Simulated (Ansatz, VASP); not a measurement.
# AlSbN2 (alpha-NaFeO2 type (invented)) in two plane-wave programs

One calculation is typed for both programs; each brings its own data sets. How far apart do they land? The cell is generated by rule, not measured, and may not be a known phase. Of the first pair: The two relaxations start from unlike cells of this crystal (the structure described is Ansatz's start), so only their ends are compared.

Main program and level: Ansatz 0.2.0; plane waves, with VASP 6.6.1 beside it; PBEsol.

### 1. Starting point

The structure is trigonal, space group R-3m (No. 166). Conventional cell: a = 3.044 Å, b = 3.044 Å, c = 14.913 Å, α = 90.00°, β = 90.00°, γ = 120.00°. Nearest to Al lie 6 N at 2.15 Å. Nearest to Sb lie 6 N at 2.15 Å. N has 3 Al at 2.15 Å and 3 Sb at 2.15 Å nearest. Farther neighbours and most contacts between anions are not listed.

### 2. VASP: relaxation of cell and atoms, PBEsol, pair 1

The relaxed volume is the usual yardstick between codes: in a stiff, nearly cubic crystal its relative difference is about their pressure difference at one cell divided by the bulk modulus.

Lines of VASP's logs that name or quote its potential files are left out, and so is its time.

Input file INCAR:

```
SYSTEM = AlSbN2
PREC = Accurate
ENCUT = 600
EDIFF = 1E-07
NELM = 120
ISMEAR = 0
SIGMA = 0.1
LREAL = .FALSE.
ALGO = Normal
GGA = PS
NBANDS = 15
LORBIT = 11
LWAVE = .FALSE.
LCHARG = .FALSE.
ISIF = 3
IBRION = 2
NSW = 80
EDIFFG = -0.005
LASPH = .TRUE.
GGA_COMPAT = .FALSE.
NELMIN = 4
KPAR = 2
```

Input file POSCAR:

```
AlSbN2
1.0
    1.5633105070      0.9025774619      5.4716530495
   -1.5633105070      0.9025774619      5.4716530495
    0.0000000000     -1.8051560444      5.4716530668
Al Sb N
1 1 2
Direct
    0.0000000000      0.0000000000      0.0000000000
    0.5000000948      0.5000000948      0.4999998103
    0.2688546462      0.2688546462      0.2688545047
    0.7311456105      0.7311456105      0.7311451830
```

Input file KPOINTS:

```
Automatic mesh
0
Gamma
9 9 9
0 0 0
```

PAW data sets: Al, Sb and N (PBE family, release 64).

On the command line:

```console
$ mpirun -np 2 vasp_std
```

Numbers of over 12 decimals in the logs are rounded to 6 here.

What it wrote:

```text
[banner, memory and clock lines left out]
running    2 mpi-ranks, on    1 nodes
 distrk:  each k-point on    1 cores,    2 groups
 distr:  one band on    1 cores,    1 groups

 POSCAR found type information on POSCAR AlSbN
 POSCAR found :  3 types and       4 ions
|                                                                             |
|               ----> ADVICE to this user running VASP <----                  |
|                                                                             |
|     You enforced a specific xc type in the INCAR file but a different       |
|     [... a line on the potential file left out ...]
|     I HOPE YOU KNOW WHAT YOU ARE DOING!                                     |
|                                                                             |

 LDA part: xc-table for (Slater+PW92), standard interpolation
 POSCAR, INCAR and KPOINTS ok, starting setup
 FFT: planning ... GRIDC
 FFT: planning ... GRID_SOFT
 FFT: planning ... GRID
 WAVECAR not read
 entering main loop
       N       E                     dE             d eps       ncg     rms          rms(c)
DAV:   1     0.829640186849E+02    0.82964E+02   -0.83979E+03  2550   0.117E+03
DAV:   2    -0.233867432452E+02   -0.10635E+03   -0.99385E+02  3649   0.230E+02
DAV:   3    -0.301280136525E+02   -0.67413E+01   -0.66791E+01  3376   0.674E+01
DAV:   4    -0.302047010836E+02   -0.76687E-01   -0.76660E-01  3026   0.772E+00
DAV:   5    -0.302059988713E+02   -0.12978E-02   -0.12977E-02  3432   0.958E-01    0.111E+01
DAV:   6    -0.260631354315E+02    0.41429E+01   -0.15404E+01  3194   0.305E+01    0.588E+00
DAV:   7    -0.259961556413E+02    0.66980E-01   -0.16320E+00  2935   0.967E+00    0.253E+00
DAV:   8    -0.259682874465E+02    0.27868E-01   -0.13094E-01  3145   0.274E+00    0.110E+00
DAV:   9    -0.259580815098E+02    0.10206E-01   -0.96335E-03  3245   0.101E+00    0.165E-01
DAV:  10    -0.259577078810E+02    0.37363E-03   -0.31458E-03  3040   0.466E-01    0.100E-01
DAV:  11    -0.259576994035E+02    0.84775E-05   -0.51817E-04  3369   0.192E-01    0.498E-02
DAV:  12    -0.259576804718E+02    0.18932E-04   -0.12817E-04  3271   0.965E-02    0.139E-02
DAV:  13    -0.259576769109E+02    0.35608E-05   -0.13869E-05  3075   0.333E-02    0.534E-03
DAV:  14    -0.259576768682E+02    0.42744E-07   -0.14599E-06  3495   0.936E-03    0.352E-03
DAV:  15    -0.259576767320E+02    0.13620E-06   -0.22851E-07  2715   0.367E-03    0.115E-03
DAV:  16    -0.259576766502E+02    0.81781E-07   -0.89243E-08  1646   0.228E-03
   1 F= -.25957677E+02 E0= -.25955560E+02  d E =-.259577E+02
 curvature:   0.00 expect dE= 0.000E+00 dE for cont linesearch  0.000E+00
 trial: gam= 0.00000 g(F)=  0.707E-07 g(S)=  0.246E-04 ort = 0.000E+00 (trialstep = 0.100E+01)
 search vector abs. value=  0.247E-04
 bond charge predicted
       N       E                     dE             d eps       ncg     rms          rms(c)
DAV:   1    -0.259577156679E+02   -0.38936E-04   -0.96730E-04  2998   0.241E-01    0.453E-02
DAV:   2    -0.259576825811E+02    0.33087E-04   -0.13926E-04  3327   0.864E-02    0.115E-02
DAV:   3    -0.259576788804E+02    0.37007E-05   -0.12444E-05  3152   0.306E-02    0.659E-03
DAV:   4    -0.259576782607E+02    0.61973E-06   -0.18290E-06  3229   0.887E-03    0.237E-03
DAV:   5    -0.259576782321E+02    0.28600E-07   -0.14313E-07  1842   0.298E-03
   2 F= -.25957678E+02 E0= -.25955562E+02  d E =-.158188E-05
 trial-energy change:   -0.000002  1 .order   -0.000001   -0.000025    0.000022
 step:   0.5380(harm=  0.5246)  dis= 0.00002  next Energy=   -25.957683 (dE=-0.671E-05)
 bond charge predicted
       N       E                     dE             d eps       ncg     rms          rms(c)
DAV:   1    -0.259576921205E+02   -0.13860E-04   -0.20989E-04  2998   0.112E-01    0.212E-02
DAV:   2    -0.259576845864E+02    0.75341E-05   -0.30023E-05  3320   0.401E-02    0.551E-03
DAV:   3    -0.259576838486E+02    0.73786E-06   -0.26931E-06  3159   0.142E-02    0.316E-03
DAV:   4    -0.259576835771E+02    0.27152E-06   -0.39471E-07  3089   0.413E-03    0.106E-03
DAV:   5    -0.259576834987E+02    0.78324E-07   -0.30524E-08  1331   0.139E-03
   3 F= -.25957683E+02 E0= -.25955567E+02  d E =-.684852E-05
 curvature:  -0.26 expect dE=-0.605E-07 dE for cont linesearch -0.200E-07
 trial: gam= 0.00000 g(F)=  0.376E-07 g(S)=  0.193E-06 ort =-0.137E-05 (trialstep = 0.908E+00)
 search vector abs. value=  0.231E-06
 reached required accuracy - stopping structural energy minimisation
```

Parts of OUTCAR (step 2):

```text
ion  position               nearest neighbor table
   1  0.000  0.000  0.000-   3 2.09   3 2.09   4 2.09   3 2.09   4 2.09   4 2.09   2 3.28   2 3.28
                             2 3.28   2 3.28   2 3.28   2 3.28
   2  0.500  0.500  0.500-   4 2.46   4 2.46   4 2.46   3 2.46   3 2.46   3 2.46   1 3.28   1 3.28
                             1 3.28   1 3.28   1 3.28   1 3.28
   3  0.269  0.269  0.269-   1 2.09   1 2.09   1 2.09   2 2.46   2 2.46   2 2.46
   4  0.731  0.731  0.731-   1 2.09   1 2.09   1 2.09   2 2.46   2 2.46   2 2.46

  LATTYP: Found a trigonal (rhomboedric) cell.
 ALAT       =     5.7617334987
 COS(alpha) =     0.8527639338

 Subroutine GETGRP returns: Found 12 space group operations
 (whereof 12 operations were pure point group operations)

The static configuration has the point symmetry D_3d.

 Found     85 irreducible k-points:

   k-points           NKPTS =     85   k-points in BZ     NKDIM =     85   number of bands    NBANDS=     15

   dimension x,y,z NGX =    48 NGY =   48 NGZ =   48
   dimension x,y,z NGXF=    96 NGYF=   96 NGZF=   96

   ENCUT  =  600.0 eV  44.10 Ry    6.64 a.u.  11.51 11.51 11.51*2*pi/ulx,y,z

   NELECT =      18.0000    total number of electrons

 k-points in reciprocal lattice and weights: Automatic mesh
   0.00000000  0.00000000  0.00000000       0.001
   0.11111111  0.00000000  0.00000000       0.008
   0.22222222 -0.00000000  0.00000000       0.008
   0.33333333 -0.00000000  0.00000000       0.008
   0.44444444 -0.00000000  0.00000000       0.008
   0.11111111  0.11111111  0.00000000       0.008
   0.22222222  0.11111111 -0.00000000       0.016
   0.33333333  0.11111111  0.00000000       0.016
   0.44444444  0.11111111 -0.00000000       0.016
[...]
0.44444444  0.44444444  0.44444444       0.003
  -0.44444444  0.44444444  0.44444444       0.008

 average (electrostatic) potential at core
       1 -69.6540       2 -83.2152       3 -58.2276       4 -58.2276

 E-fermi :  10.3476

 k-point     1 :       0.0000    0.0000    0.0000
  band No.  band energies     occupation
    ...
      5       8.1229      2.00000
      6       8.1229      2.00000
      7       8.2106      2.00000
      8       8.6738      2.00000
      9       8.6738      2.00000
     10      12.6898      0.00000
     11      15.5700      0.00000
     12      15.5700      0.00000
     13      15.9493      0.00000
     14      19.3953      0.00000
    ...

 k-point     2 :       0.1111    0.0000    0.0000
  band No.  band energies     occupation
    ...
      5       7.0679      2.00000
      6       7.9128      2.00000
      7       8.1565      2.00000
      8       8.5360      2.00000
      9       9.4101      2.00000
     10      13.0751      0.00000
     11      14.1756      0.00000
     12      15.4652      0.00000
     13      16.3865      0.00000
     14      18.7167      0.00000
    ...

 k-point     3 :       0.2222   -0.0000    0.0000
  band No.  band energies     occupation
    ...
      5       5.5373      2.00000
      6       7.4845      2.00000
      7       7.7645      2.00000
      8       8.1423      2.00000
      9       9.8256      2.00000
     10      12.4776      0.00000
     11      13.3671      0.00000
     12      15.1321      0.00000
     13      16.3727      0.00000
     14      17.7405      0.00000
    ...

  Total       -0.0000308     -0.0000308      0.0040011      0.0000000     -0.0000000      0.0000000
  in kB       -0.0010675     -0.0010675      0.1384546      0.0000000     -0.0000000      0.0000000
  external PRESSURE =       0.0454398 kB  Pullay stress =       0.0000000 kB

  energy-cutoff  :      600.00
  volume of cell :       46.30
      direct lattice vectors                 reciprocal lattice vectors
     1.563067660  0.902437254  5.470590873     0.319883786  0.184684971  0.060931883
    -1.563067660  0.902437254  5.470590873    -0.319883786  0.184684971  0.060931883
     0.000000000 -1.804875628  5.470590890     0.000000000 -0.369369941  0.060931845

 POSITION                                       TOTAL-FORCE (eV/Angst)
 -----------------------------------------------------------------------------------
      0.00000      0.00000      0.00000        -0.000000     -0.000000     -0.000000
      0.00000     -0.00000      8.20589        -0.000000     -0.000000     -0.000000
      0.00000     -0.00000      4.41240        -0.000000     -0.000000      0.000624
      0.00000     -0.00000     11.99937         0.000000      0.000000     -0.000624
 -----------------------------------------------------------------------------------
    total drift:                               -0.000000     -0.000781     -0.000780

  FREE ENERGIE OF THE ION-ELECTRON SYSTEM (eV)
  ---------------------------------------------------
  free  energy   TOTEN  =       -25.9576834987 eV

  energy  without entropy=      -25.9534506952  energy(sigma->0) =      -25.95556710

 reached required accuracy - stopping structural energy minimisation

 total charge
# of ion       s       p       d       tot
------------------------------------------
    1        0.321   0.355   0.000   0.676
    2        1.364   0.862   0.099   2.325
    3        1.260   2.383   0.000   3.643
    4        1.260   2.383   0.000   3.643
--------------------------------------------------
tot          4.205   5.983   0.099  10.287

[... 3 further parts left out ...]
```

(Continued in part 2 of 2.)

[Lines on the potential files, build, host, timing and source positions are cut from VASP's logs without a mark.]

[Logs are printed without paths, hosts, clocks, repeated set-up lines and the standing remarks that a program may print on its own settings, such as how far it seeks lower states.]

[Hosts, paths, dates, database ids (printed as entryN), source tags and the programs' standing remarks are cut or masked in the printed files.]
